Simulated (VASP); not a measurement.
# Rhodium: cell size and functional, part 2 of 2

How much does the relaxed cell of Rhodium depend on the functional? The starting structure is a measured crystal structure from the Crystallography Open Database. The first relaxation on each setting starts from this cell expanded by 3 % in volume.

VASP 6.6.1.

Results so far: PBEsol 13.49 Å³ an atom; LDA 13.25 Å³ an atom; PBE 14.04 Å³ an atom.

### Step 5. Relaxation with PBEsol + D3(BJ)

Level of this step: PBEsol with D3(BJ); plane waves and PAW (Rh_pv) (VASP).

D3 with Becke-Johnson damping keeps a finite attraction at short range. This run starts from the cell of an earlier relaxation, which isn't shown; the restart sets up the plane waves anew.

File INCAR:

```
SYSTEM = Rh
PREC = Accurate
ENCUT = 450
EDIFF = 1E-06
NELM = 100
ISMEAR = 1
SIGMA = 0.15
LREAL = .FALSE.
ALGO = Normal
GGA = PS
IVDW = 12
NBANDS = 13
LASPH = .TRUE.
LORBIT = 11
LWAVE = .FALSE.
LCHARG = .FALSE.
KPAR = 8
IBRION = 2
NSW = 50
ISIF = 3
EDIFFG = -0.006
```

File POSCAR:

```
Rh
1.0
    0.0000000000      1.8741628100      1.8741628100
    1.8741628100      0.0000000000      1.8741628100
    1.8741628100      1.8741628100      0.0000000000
Rh
1
Direct
    0.0000000000      0.0000000000      0.0000000000
```

File KPOINTS:

```
Automatic mesh
0
Gamma
20 20 20
0 0 0
```

The projector-augmented-wave data sets are Rh_pv (PBE family, release 64).

The run is started by

```bash
$ mpirun -np 8 vasp_std
```

Log:

```text
[banner, memory and clock lines left out]
running    8 mpi-ranks, on    1 nodes
[...]
[... a notice as in an earlier step ...]

 [... a notice as in an earlier step ...]

 LDA part: xc-table for (Slater+PW92), standard interpolation
 POSCAR, INCAR and KPOINTS ok, starting setup
[...]
entering main loop
       N       E                     dE             d eps       ncg     rms          rms(c)
DAV:   1     0.108399659922E+03    0.10840E+03   -0.82790E+03  6682   0.112E+03
DAV:   2    -0.738191150515E+01   -0.11578E+03   -0.11088E+03  7081   0.337E+02
DAV:   3    -0.874892299560E+01   -0.13670E+01   -0.13643E+01  8006   0.408E+01
DAV:   4    -0.875484991184E+01   -0.59269E-02   -0.59257E-02  7641   0.277E+00
[...]
DAV:   9    -0.813031442434E+01    0.48057E-03   -0.10986E-03  8006   0.482E-01    0.201E-02
DAV:  10    -0.813032033372E+01   -0.59094E-05   -0.10887E-05  7706   0.407E-02    0.880E-03
DAV:  11    -0.813031949763E+01    0.83609E-06   -0.31457E-06  7566   0.237E-02
[...]
DAV:   2    -0.812932221158E+01    0.69577E-03   -0.13839E-03  6796   0.524E-01    0.327E-02
DAV:   3    -0.812931658680E+01    0.56248E-05   -0.20897E-05  7511   0.580E-02    0.180E-02
DAV:   4    -0.812932087137E+01   -0.42846E-05   -0.48905E-06  6951   0.264E-02    0.139E-03
DAV:   5    -0.812932071041E+01    0.16096E-06   -0.95326E-08  3778   0.450E-03
   2 F= -.87656896E+01 E0= -.87659711E+01  d E =0.146731E-04
 trial-energy change:    0.000015  1 .order    0.000015   -0.000016    0.000047
 step:   0.2571(harm=  0.2571)  dis= 0.00000  next Energy=    -8.765706 (dE=-0.209E-05)
[...]
N       E                     dE             d eps       ncg     rms          rms(c)
DAV:   1    -0.813045518160E+01   -0.11343E-02   -0.51302E-03  6756   0.108E+00    0.146E-01
DAV:   2    -0.813007463688E+01    0.38054E-03   -0.76560E-04  6776   0.390E-01    0.245E-02
DAV:   3    -0.813006969352E+01    0.49434E-05   -0.11303E-05  7326   0.426E-02    0.134E-02
DAV:   4    -0.813006857179E+01    0.11217E-05   -0.26808E-06  6865   0.196E-02    0.101E-03
DAV:   5    -0.813006865015E+01   -0.78365E-07   -0.50384E-08  3528   0.326E-03
   3 F= -.87657061E+01 E0= -.87659890E+01  d E =-.181485E-05
[...]
reached required accuracy - stopping structural energy minimisation
```

The job ended after 7.6 s (8 MPI ranks of Intel Xeon 6975P-C (Granite Rapids), shared host; peak memory 1.2 GiB).

OUTCAR, selected parts (step 5):

```text
 Edisp (eV)   -0.63637

 Edisp (eV)   -0.63564

  Total       0.00105     0.00105     0.00105     0.00000     0.00000     0.00000
  in kB       0.12761     0.12761     0.12761     0.00000     0.00000     0.00000
  external pressure =        0.13 kB  Pullay stress =        0.00 kB

 POSITION                                       TOTAL-FORCE (eV/Angst)
 -----------------------------------------------------------------------------------
     -0.00000      0.00000      0.00000         0.000000     -0.000000     -0.000000
 -----------------------------------------------------------------------------------
    total drift:                                0.000000     -0.000000     -0.000000

  FREE ENERGIE OF THE ION-ELECTRON SYSTEM (eV)
  ---------------------------------------------------
  free  energy   TOTEN  =        -8.7657060543 eV

  energy  without entropy=       -8.7665549449  energy(sigma->0) =       -8.76598902

[... 2 parts as in an earlier step ...]

[... 2 further parts left out ...]
[key lines of the parts left out:]
E-fermi :  12.5815
```

With PBEsol + D3(BJ) the relaxed cell holds 13.161 Å³ an atom, -4.30 % against the measured cell, with a = 3.748 Å. That is -2.44 % from PBEsol. Pressures at 0.985 and 1.015 times this volume, from two more relaxations that aren't shown, give a bulk modulus of 321.5 GPa.

### Step 6. Relaxation with r2SCAN

r2SCAN adds the kinetic-energy density, costs more than a GGA and is run with LASPH. This run starts from the cell of an earlier relaxation, which isn't shown; the restart sets up the plane waves anew.

Changes to INCAR since step 5:

```diff
@@ -9,6 +9,5 @@
 ALGO = Normal
-GGA = PS
-IVDW = 12
+METAGGA = R2SCAN
+LASPH = .TRUE.
 NBANDS = 13
-LASPH = .TRUE.
 LORBIT = 11
```

File POSCAR:

```
Rh
1.0
    0.0000000000      1.9022567084      1.9022567084
    1.9022567084      0.0000000000      1.9022567084
    1.9022567084      1.9022567084      0.0000000000
Rh
1
Direct
    0.0000000000      0.0000000000      0.0000000000
```

KPOINTS is that of step 5.

The run is started by

```bash
$ mpirun -np 8 vasp_std
```

Log:

```text
[banner, memory and clock lines left out]
running    8 mpi-ranks, on    1 nodes
[...]
[... a notice as in an earlier step ...]

 [... a notice as in an earlier step ...]

 LDA part: xc-table for (None), standard interpolation
 POSCAR, INCAR and KPOINTS ok, starting setup
[...]
entering main loop
       N       E                     dE             d eps       ncg     rms          rms(c)
DAV:   1     0.931699412993E+02    0.93170E+02   -0.84558E+03  6692   0.114E+03
DAV:   2    -0.276700736224E+02   -0.12084E+03   -0.11577E+03  7136   0.344E+02
DAV:   3    -0.291085756864E+02   -0.14385E+01   -0.14362E+01  8046   0.427E+01
DAV:   4    -0.291143369146E+02   -0.57612E-02   -0.57609E-02  7541   0.280E+00
[...]
DAV:  10    -0.241383159522E+02   -0.51863E-04   -0.15278E-04  6981   0.154E-01    0.390E-02
DAV:  11    -0.241383030548E+02    0.12897E-04   -0.16523E-05  6916   0.567E-02    0.689E-04
DAV:  12    -0.241383030363E+02    0.18556E-07   -0.15945E-07  4073   0.493E-03
   1 F= -.24138303E+02 E0= -.24138697E+02  d E =-.241383E+02
[...]
reached required accuracy - stopping structural energy minimisation
```

Elapsed: 16 s, on 8 MPI ranks; peak memory 1.1 GiB.

OUTCAR, selected parts (step 6):

```text
  Total       -0.0058586     -0.0058586     -0.0058586      0.0000000      0.0000000      0.0000000
  in kB       -0.6818187     -0.6818187     -0.6818187      0.0000000      0.0000000      0.0000000
  external PRESSURE =      -0.6818187 kB  Pullay stress =       0.0000000 kB

 POSITION                                       TOTAL-FORCE (eV/Angst)
 -----------------------------------------------------------------------------------
      0.00000      0.00000      0.00000        -0.000000     -0.000000     -0.000000
 -----------------------------------------------------------------------------------
    total drift:                                0.000000      0.000000      0.000000

  FREE ENERGIE OF THE ION-ELECTRON SYSTEM (eV)
  ---------------------------------------------------
  free  energy   TOTEN  =       -24.1383030363 eV

  energy  without entropy=      -24.1394861768  energy(sigma->0) =      -24.13869742

[... 2 parts as in an earlier step ...]

[... 2 further parts left out ...]
[key lines of the parts left out:]
E-fermi :  11.7137
```

With r2SCAN the relaxed cell holds 13.767 Å³ an atom, +0.11 % against the measured cell, with a = 3.805 Å. That is +2.05 % from PBEsol. Pressures at 0.985 and 1.015 times this volume, from two more relaxations that aren't shown, give a bulk modulus of 283.2 GPa.

### Step 7. Relaxation with r2SCAN + rVV10

rVV10 adds a nonlocal correlation energy for dispersion. This run starts from the cell of an earlier relaxation, which isn't shown; the restart sets up the plane waves anew.

Changes to INCAR since step 6:

```diff
@@ -10,2 +10,6 @@
 METAGGA = R2SCAN
+LUSE_VDW = .TRUE.
+IVDW_NL = 2
+BPARAM = 11.95
+CPARAM = 0.0093
 LASPH = .TRUE.
```

File POSCAR:

```
Rh
1.0
    0.0000000000      1.8969009801      1.8969009801
    1.8969009801      0.0000000000      1.8969009801
    1.8969009801      1.8969009801      0.0000000000
Rh
1
Direct
    0.0000000000      0.0000000000      0.0000000000
```

KPOINTS is that of step 6.

The run is started by

```bash
$ mpirun -np 8 vasp_std
```

Log:

```text
[banner, memory and clock lines left out]
running    8 mpi-ranks, on    1 nodes
[...]
[... a notice as in an earlier step ...]

|                                                                             |
|               ----> ADVICE to this user running VASP <----                  |
|                                                                             |
|     You have switched on vdW-DFT.                                           |
|     This routine was written and supplied by Jiri Klimes. We recommend      |
|     that you carefully read and cite the following publications:            |
|       J. Klimes, D.R. Bowler, A. Michelides                                 |
|          J. Phys.: Cond Matt. 22 022201 (2010)                              |
|       J. Klimes, D.R. Bowler, A. Michelides                                 |
|          Phys. Rev. B. 83, 195131 (2011)                                    |
|     and references therein.                                                 |
[...]
Total rVV10 correction in eV:      0.2953271    15.8182996
Total rVV10 correction in eV:      0.2953271    15.8182996
Total rVV10 correction in eV:      0.2953271    15.8182996
DAV:   3    -0.238417262938E+02    0.88529E-06   -0.59368E-06  6841   0.282E-02
Total rVV10 correction in eV:      0.2952875    15.8182996
Total rVV10 correction in eV:      0.2952875    15.8182996
Total rVV10 correction in eV:      0.2952875    15.8182996
Total rVV10 correction in eV:      0.2952875    15.8182996
Total rVV10 correction in eV:      0.2952875    15.8182996
Total rVV10 correction in eV:      0.2952875    15.8182996
Total rVV10 correction in eV:      0.2952875    15.8182996
Total rVV10 correction in eV:      0.2952875    15.8182996
Total rVV10 correction in eV:      0.2952920    15.8182996
Total rVV10 correction in eV:      0.2952920    15.8182996
Total rVV10 correction in eV:      0.2952920    15.8182996
Total rVV10 correction in eV:      0.2952920    15.8182996
Total rVV10 correction in eV:      0.2952920    15.8182996
Total rVV10 correction in eV:      0.2952920    15.8182996
Total rVV10 correction in eV:      0.2952920    15.8182996
Total rVV10 correction in eV:      0.2952920    15.8182996
   3 F= -.23841726E+02 E0= -.23842100E+02  d E =-.685259E-06
[...]
reached required accuracy - stopping structural energy minimisation
```

It took 45 s on 8 MPI ranks; peak memory 1.6 GiB.

Parts of OUTCAR (step 7):

```text
  Total        0.0037881      0.0037881      0.0037881     -0.0000000      0.0000000     -0.0000000
  in kB        0.4447200      0.4447200      0.4447200     -0.0000000      0.0000000     -0.0000000
  external PRESSURE =       0.4447200 kB  Pullay stress =       0.0000000 kB

 POSITION                                       TOTAL-FORCE (eV/Angst)
 -----------------------------------------------------------------------------------
      0.00000      0.00000      0.00000        -0.000000      0.000000      0.000000
 -----------------------------------------------------------------------------------
    total drift:                                0.000000      0.000000      0.000000

  FREE ENERGIE OF THE ION-ELECTRON SYSTEM (eV)
  ---------------------------------------------------
  free  energy   TOTEN  =       -23.8417262938 eV

  energy  without entropy=      -23.8428482674  energy(sigma->0) =      -23.84210028

[... 2 parts as in an earlier step ...]

[... 2 further parts left out ...]
[key lines of the parts left out:]
E-fermi :  11.8661
```

With r2SCAN + rVV10 the relaxed cell holds 13.647 Å³ an atom, -0.76 % against the measured cell, with a = 3.793 Å. That is +1.17 % from PBEsol. Pressures at 0.985 and 1.015 times this volume, from two more relaxations that aren't shown, give a bulk modulus of 293.7 GPa.

### Step 8. Relaxation with optB86b-vdW

optB86b-vdW pairs nonlocal correlation with a less repulsive exchange of B86b form. This run starts from the cell of an earlier relaxation, which isn't shown; the restart sets up the plane waves anew.

Changes to INCAR since step 7:

```diff
@@ -9,7 +9,7 @@
 ALGO = Normal
-METAGGA = R2SCAN
+GGA = MK
+AGGAC = 0
 LUSE_VDW = .TRUE.
-IVDW_NL = 2
-BPARAM = 11.95
-CPARAM = 0.0093
+PARAM1 = 0.1234
+PARAM2 = 1
 LASPH = .TRUE.
```

File POSCAR:

```
Rh
1.0
    0.0000000000      1.9015791420      1.9015791420
    1.9015791420      0.0000000000      1.9015791420
    1.9015791420      1.9015791420      0.0000000000
Rh
1
Direct
    0.0000000000      0.0000000000      0.0000000000
```

KPOINTS is that of step 7.

The run is started by

```bash
$ mpirun -np 8 vasp_std
```

Log:

```text
[banner, memory and clock lines left out]
running    8 mpi-ranks, on    1 nodes
[...]
[... a notice as in an earlier step ...]

 [... a notice as in an earlier step ...]

 [... a notice as in an earlier step ...]

 LDA part: xc-table for (Slater+PW92), standard interpolation
 POSCAR, INCAR and KPOINTS ok, starting setup
[...]
entering main loop
       N       E                     dE             d eps       ncg     rms          rms(c)
DAV:   1     0.111768750716E+03    0.11177E+03   -0.83023E+03  6690   0.111E+03
DAV:   2    -0.332466721766E+01   -0.11509E+03   -0.11008E+03  7126   0.334E+02
DAV:   3    -0.468785988785E+01   -0.13632E+01   -0.13610E+01  7931   0.405E+01
DAV:   4    -0.469426563118E+01   -0.64057E-02   -0.64047E-02  7721   0.287E+00
[...]
DAV:  10    -0.417319356368E+01   -0.30205E-05   -0.20282E-05  7902   0.605E-02    0.112E-02
DAV:  11    -0.417319224694E+01    0.13167E-05   -0.16382E-06  6569   0.163E-02    0.669E-04
DAV:  12    -0.417319221492E+01    0.32017E-07   -0.31802E-08  4733   0.232E-03
   1 F= -.41731922E+01 E0= -.41735771E+01  d E =-.417319E+01
[...]
reached required accuracy - stopping structural energy minimisation
```

Run time: 14 s. Hardware: 8 MPI ranks; peak memory 2 GiB.

OUTCAR, selected parts (step 8):

```text
  Total       -0.0044432     -0.0044432     -0.0044432      0.0000000     -0.0000000      0.0000000
  in kB       -0.5176443     -0.5176443     -0.5176443      0.0000000     -0.0000000      0.0000000
  external PRESSURE =      -0.5176443 kB  Pullay stress =       0.0000000 kB

  FREE ENERGIE OF THE ION-ELECTRON SYSTEM (eV)
  ---------------------------------------------------
  free  energy   TOTEN  =        -4.1731922149 eV

  energy  without entropy=       -4.1743469068  energy(sigma->0) =       -4.17357711

[... 3 parts as in an earlier step ...]

[... 2 further parts left out ...]
[key lines of the parts left out:]
E-fermi :  11.7937
```

With optB86b-vdW the relaxed cell holds 13.752 Å³ an atom, +0.00 % against the measured cell, with a = 3.803 Å. That is +1.95 % from PBEsol. Pressures at 0.985 and 1.015 times this volume, from two more relaxations that aren't shown, give a bulk modulus of 279.2 GPa.

### Step 9. Relaxation with PBEsol + D4

D4 lets the coefficients depend on atomic charges too. This run starts from the cell of an earlier relaxation, which isn't shown; the restart sets up the plane waves anew.

Changes to INCAR since step 8:

```diff
@@ -9,9 +9,6 @@
 ALGO = Normal
-GGA = MK
-AGGAC = 0
-LUSE_VDW = .TRUE.
-PARAM1 = 0.1234
-PARAM2 = 1
+GGA = PS
+IVDW = 13
+NBANDS = 13
 LASPH = .TRUE.
-NBANDS = 13
 LORBIT = 11
```

File POSCAR:

```
Rh
1.0
    0.0000000000      1.8787867659      1.8787867659
    1.8787867659      0.0000000000      1.8787867659
    1.8787867659      1.8787867659      0.0000000000
Rh
1
Direct
    0.0000000000      0.0000000000      0.0000000000
```

KPOINTS is that of step 8.

The run is started by

```bash
$ mpirun -np 8 vasp_std
```

Log:

```text
[... set-up lines as in an earlier step ...]
 entering main loop
       N       E                     dE             d eps       ncg     rms          rms(c)
DAV:   1     0.107887724884E+03    0.10789E+03   -0.82448E+03  6685   0.112E+03
DAV:   2    -0.742179223697E+01   -0.11531E+03   -0.11040E+03  7081   0.336E+02
DAV:   3    -0.875568675396E+01   -0.13339E+01   -0.13317E+01  8006   0.403E+01
DAV:   4    -0.876147987626E+01   -0.57931E-02   -0.57924E-02  7661   0.274E+00
[...]
DAV:   9    -0.813439301817E+01    0.40715E-03   -0.92879E-04  7956   0.443E-01    0.190E-02
DAV:  10    -0.813439891208E+01   -0.58939E-05   -0.97735E-06  7696   0.381E-02    0.841E-03
DAV:  11    -0.813439804484E+01    0.86724E-06   -0.28025E-06  7731   0.222E-02
   1 F= -.86426228E+01 E0= -.86429157E+01  d E =-.864262E+01
[...]
N       E                     dE             d eps       ncg     rms          rms(c)
DAV:   1    -0.813471296998E+01   -0.31406E-03   -0.16750E-02  6796   0.195E+00    0.265E-01
DAV:   2    -0.813345410189E+01    0.12589E-02   -0.25217E-03  6826   0.706E-01    0.435E-02
DAV:   3    -0.813344400682E+01    0.10095E-04   -0.36219E-05  7481   0.760E-02    0.242E-02
DAV:   4    -0.813345046296E+01   -0.64561E-05   -0.88231E-06  6966   0.353E-02    0.187E-03
DAV:   5    -0.813345022898E+01    0.23398E-06   -0.17234E-07  4483   0.605E-03
   2 F= -.86425957E+01 E0= -.86428859E+01  d E =0.271380E-04
 trial-energy change:    0.000027  1 .order    0.000027   -0.000029    0.000083
 step:   0.2604(harm=  0.2604)  dis= 0.00000  next Energy=    -8.642627 (dE=-0.380E-05)
[...]
N       E                     dE             d eps       ncg     rms          rms(c)
DAV:   1    -0.813485519384E+01   -0.14047E-02   -0.91722E-03  6776   0.144E+00    0.194E-01
DAV:   2    -0.813417069427E+01    0.68450E-03   -0.13852E-03  6796   0.523E-01    0.326E-02
DAV:   3    -0.813416285343E+01    0.78408E-05   -0.19275E-05  7386   0.553E-02    0.180E-02
DAV:   4    -0.813416174325E+01    0.11102E-05   -0.47751E-06  6956   0.260E-02    0.134E-03
DAV:   5    -0.813416183826E+01   -0.95013E-07   -0.87415E-08  3823   0.429E-03
   3 F= -.86426262E+01 E0= -.86429184E+01  d E =-.338887E-05
[...]
reached required accuracy - stopping structural energy minimisation
```

The job ended after 6.4 s (8 MPI ranks; peak memory 1.1 GiB; 46 s of CPU time).

Parts of OUTCAR (step 9):

```text
  Edisp (eV):   -0.50846

  Total       0.00140     0.00140     0.00140    -0.00000    -0.00000     0.00000
  in kB       0.16891     0.16891     0.16891    -0.00000    -0.00000     0.00000
  external pressure =        0.17 kB  Pullay stress =        0.00 kB

 POSITION                                       TOTAL-FORCE (eV/Angst)
 -----------------------------------------------------------------------------------
      0.00000      0.00000      0.00000         0.000000      0.000000     -0.000000
 -----------------------------------------------------------------------------------
    total drift:                                0.000000     -0.000000     -0.000000

  FREE ENERGIE OF THE ION-ELECTRON SYSTEM (eV)
  ---------------------------------------------------
  free  energy   TOTEN  =        -8.6426261927 eV

  energy  without entropy=       -8.6435027190  energy(sigma->0) =       -8.64291837

[... 2 parts as in an earlier step ...]

[... 2 further parts left out ...]
[key lines of the parts left out:]
E-fermi :  12.4424
```

With PBEsol + D4 the relaxed cell holds 13.257 Å³ an atom, -3.60 % against the measured cell, with a = 3.757 Å. That is -1.73 % from PBEsol. Pressures at 0.985 and 1.015 times this volume, from two more relaxations that aren't shown, give a bulk modulus of 315.9 GPa.

### Step 10. All runs side by side

```tsv
level	volume (Å³/atom)	against the measured cell (%)	a (Å)	bulk modulus (GPa)	pressure left (GPa)	core minutes
PBEsol	13.49	-1.9	3.7788	297.2	0.02	2.77
LDA	13.251	-3.64	3.7564	318.0	0.01	2.67
PBE	14.036	2.07	3.8291	258.7	-0.01	1.39
PBEsol + D3(BJ)	13.161	-4.3	3.7478	321.5	0.01	3.01
r2SCAN	13.767	0.11	3.8045	283.2	-0.07	8.45
r2SCAN + rVV10	13.647	-0.76	3.7934	293.7	0.04	16.7
optB86b-vdW	13.752	0.0	3.8032	279.2	-0.05	7.28
PBEsol + D4	13.257	-3.6	3.7569	315.9	0.02	2.93
```

Core minutes are wall time times ranks, summed over the relaxations behind a row (those for a bulk modulus apart), on shared hosts.

### Step 11. Outcome

```
volume, PBEsol          : 13.49 Å³/atom
volume, LDA             : 13.25 Å³/atom
volume, PBE             : 14.04 Å³/atom
volume, PBEsol + D3(BJ) : 13.16 Å³/atom
volume, r2SCAN          : 13.77 Å³/atom
volume, r2SCAN + rVV10  : 13.65 Å³/atom
volume, optB86b-vdW     : 13.75 Å³/atom
volume, PBEsol + D4     : 13.26 Å³/atom
```

Across 8 levels the volume of Rhodium spans 6.6 %, from 13.16 Å³ an atom (PBEsol + D3(BJ)) to 14.04 Å³ (PBE). Against the measured volume of the starting structure, optB86b-vdW comes nearest (+0.0 %) and PBEsol + D3(BJ) lies farthest (-4.3 %). The measured cell holds zero-point expansion and, unless it was taken cold, thermal expansion, which the runs lack, so small differences decide nothing. Adding D3(BJ) to PBEsol changes the volume by -2.4 %. Adding rVV10 to r2SCAN changes the volume by -0.9 %. Adding D4 to PBEsol changes the volume by -1.7 %. The bulk modulus goes from 258.7 GPa (PBE) to 321.5 GPa (PBEsol + D3(BJ)). All runs keep the symmetry of the start, so they can't find a distortion of lower symmetry. Further runs on this material are not shown.

[Lines on the potential files, build, host, timing and source positions are cut from VASP's logs without a mark.]

[Logs are printed without paths, hosts, clocks, repeated set-up lines and the standing remarks that a program may print on its own settings, such as how far it seeks lower states.]

[Hosts, paths, dates, database ids (printed as entryN), source tags and the programs' standing remarks are cut or masked in the printed files.]
